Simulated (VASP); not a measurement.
```yaml
crystal:
  lattice:
    - [4.12294, 0.00000, 0.00000]
    - [0.00000, 4.12294, 0.00000]
    - [0.00000, 0.00000, 4.12294]
  atoms:
    - { symbol: Ba, position: [0.00000, 0.00000, 0.00000] }
    - { symbol: Hf, position: [0.50000, 0.50000, 0.50000] }
    - { symbol: O, position: [0.50000, 0.00000, 0.50000] }
    - { symbol: O, position: [0.00000, 0.50000, 0.50000] }
    - { symbol: O, position: [0.50000, 0.50000, 0.00000] }
```

All values below come from LDA (Ceperley-Alder, Perdew-Zunger), VASP's LDA PAW potentials (set 64) (plane waves; VASP). Settings: 520 eV cut-off, 7×7×7 Γ-centred mesh, Gaussian smearing of 0.010 eV, potentials Ba_sv Hf_pv O.

Problem. The job: BaHfO3 (cubic perovskite), 5 atoms, LDA, optics run with many empty bands, 520 eV, 7×7×7 Γ-centred mesh. Roughly how much core time does it take on a busy server core?

Solution. About 30 core-seconds (one run on a shared machine, a rough figure). It had 20 irreducible k-points, 69 bands, up to 1899 plane waves and 13 electronic steps.

The compound is BaHfO3 in the cubic perovskite structure. It was relaxed first.
